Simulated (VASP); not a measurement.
Consider the following.

```
CELL_PARAMETERS angstrom
      0.00000     2.75391     2.75391
      2.75391     0.00000     2.75391
      2.75391     2.75391     0.00000
ATOMIC_POSITIONS crystal
  Cu 0.00000 0.00000 0.00000
  Cl 0.25000 0.25000 0.25000
```

Calculation: revPBE GGA, VASP's PBE PAW potentials (set 64) (plane waves; VASP). Run with 520 eV cut-off, 8×8×8 Γ-centred mesh, Gaussian smearing of 0.050 eV, potentials Cu Cl.

**Question.** The job: CuCl (zinc blende), 2 atoms, revPBE, static run, 520 eV, 8×8×8 Γ-centred mesh. Roughly how much core time does it take on a busy server core?

**Answer.** About 10 core-seconds (one run on a shared machine, a rough figure). It had 29 irreducible k-points, 13 bands, up to 1158 plane waves and 14 electronic steps.

The compound is CuCl in the zinc blende structure. It was relaxed first, which changed the volume by +6 %.
